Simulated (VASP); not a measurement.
# Li7H6Cl2O6 (a cell with a defect): single point with PBE

Li7H6Cl2O6 (a cell with a defect):

```
Li H Cl O
1.0
     5.56674    0.00000    0.00000
     0.00000    7.62802    0.00000
    -0.48920    0.00000    6.38311
Li H Cl O
7 6 2 6
Direct
  0.97444 0.69799 0.00459
  0.01216 0.40519 0.85709
  0.56210 0.91785 0.29204
  0.51645 0.24533 0.90501
  0.38995 0.53494 0.15790
  0.95128 0.13705 0.11842
  0.42035 0.83041 0.89916
  0.18608 0.87571 0.20083
  0.88156 0.17239 0.69795
  0.31939 0.52463 0.78482
  0.95927 0.94586 0.38329
  0.88682 0.47909 0.24873
  0.29914 0.06905 0.69819
  0.51315 0.72742 0.60503
  0.22298 0.21369 0.35628
  0.29618 0.78720 0.14827
  0.82192 0.23090 0.81791
  0.80597 0.50345 0.10594
  0.29839 0.02045 0.83307
  0.25994 0.51792 0.88639
  0.86337 0.95650 0.25379
```

```
Program             : VASP 6.6.1
Task                : single point
Functional          : PBE
Potentials or basis : VASP PAW PBE potentials, release 64 (Li_sv, H, Cl, O)
Cutoff              : 520 eV
k mesh              : 2 × 2 × 2
Occupations         : fermi-dirac, width 0.05 eV
Spin                : no spin polarisation
```

```yaml
Largest_force: 25.993 eV/Å
Band_gap_on_the_k_mesh: 3.31 eV, indirect (least direct gap 3.34 eV)
```

Forces on the atoms (eV/Å):
```
Li    0.475   0.143   0.440
Li   -1.810  -0.393   0.430
Li   -0.961  -0.567   0.507
Li   -0.237  -0.226  -0.289
Li    0.444   0.577   0.250
Li    0.148   0.578  -1.438
Li    0.037  -0.985   0.272
H     0.253  -0.469  -0.144
H    -0.127  -0.437   0.110
H    13.367   2.279 -22.176
H     0.240  -0.113   0.742
H    -0.597   0.289  -1.219
H    -0.013   0.478  -1.778
Cl    1.156  -0.340  -0.818
Cl    1.218   0.977   0.385
O    -0.254   0.046   0.581
O    -0.609  -0.749   0.070
O     0.117  -0.243   1.139
O    -0.411   2.007   1.643
O   -11.803  -2.044  22.132
O    -0.632  -0.808  -0.840
```

Levels at points of the mesh, in eV from the valence-band top:
```
           k point  band 36  band 37  band 38  band 39  band 40  band 41  band 42  band 43
(0.00, 0.00, 0.00)    -0.81    -0.74    -0.43    -0.02     3.31     5.64     5.87     6.20
(0.50, 0.00, 0.00)    -0.83    -0.80    -0.33    -0.13     4.72     5.13     5.76     6.30
(0.00, 0.50, 0.00)    -0.84    -0.79    -0.38    -0.05     4.09     4.34     6.29     6.48
(0.50, 0.50, 0.00)    -0.82    -0.73    -0.33    -0.08     5.03     5.20     5.39     6.21
(0.00, 0.00, 0.50)    -0.78    -0.66    -0.43     0.00     4.27     4.80     6.16     6.28
(0.50, 0.00, 0.50)    -0.80    -0.55    -0.42    -0.12     5.11     5.42     5.55     5.92
(0.00, 0.50, 0.50)    -0.78    -0.69    -0.37    -0.04     4.68     5.00     5.38     5.70
(0.50, 0.50, 0.50)    -0.78    -0.65    -0.33    -0.06     5.29     5.38     5.73     5.79
```

Run time: 2.5 min on 1 thread of Intel(R) Xeon(R) 6975P-C (Granite Rapids) (shared host), peak memory 0.38 GiB.

Caveat: the k mesh is coarse (spacing up to 0.57 Å⁻¹), so the values aren't converged; the cell carries a net charge on a neutralising background, which shifts energy and pressure; the cell is charged against a uniform background, so pressure and absolute levels hang on convention.
